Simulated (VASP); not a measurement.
Set up this calculation in VASP 6.6.1, as the native input.

```yaml
Task: relaxation of cell and atoms
Functional: PBE
Potentials_or_basis: VASP PAW PBE potentials, release 64 (Ru)
Cutoff: 300 eV
k_mesh: 8 × 8 × 5
Occupations: methfessel-paxton, width 0.1 eV
Spin: no spin polarisation
Further_INCAR_settings: ALGO = Normal; EDIFF = 1e-07; IBRION = 2; EDIFFG = -0.005; NSW = 90; ISIF = 3
```

The structure of Ru lies in POSCAR:

```
Ru                                      
1.0
    2.7114543643     -0.0000000000     -0.0000000000
   -1.3557271821      2.3481883607      0.0000000000
    0.0000000000     -0.0000000000      4.2756781195
  Ru            
     2
Direct
     0.3333333332999970    0.6666666667000030    0.2500000000000000
     0.6666666667000030    0.3333333332999970    0.7500000000000000
```

These files were run (other wordings do the same):

INCAR

```
SYSTEM = Ru
ALGO = Normal ; EDIFF = 1E-7
EDIFFG = -0.005 ; ENCUT = 300
GGA = PE ; IBRION = 2
ISIF = 3 ; ISMEAR = 1
LASPH = .TRUE. ; LCHARG = .FALSE.
LREAL = .FALSE. ; LWAVE = .FALSE.
NELM = 80 ; NSW = 90
PREC = Accurate ; SIGMA = 0.1
```

KPOINTS

```
k-points
0
G
  8 8 5
  0 0 0
```

Potentials or basis: VASP PAW PBE potentials, release 64 (Ru).

Command:

```bash
$ cat potpaw_PBE.64/Ru/POTCAR > POTCAR
$ mpirun -np 1 vasp_std > vasp.out
```

It gave:

The pressure after relaxing is 0.0 GPa. The band gap on the k mesh is none (metal or under the smearing width).

Caveat: the relaxation stopped at its first step, so nothing moved.

Run time: 4.8 s on 1 thread of Intel(R) Xeon(R) Platinum 8488C (Sapphire Rapids) (shared host), peak memory 0.12 GiB.
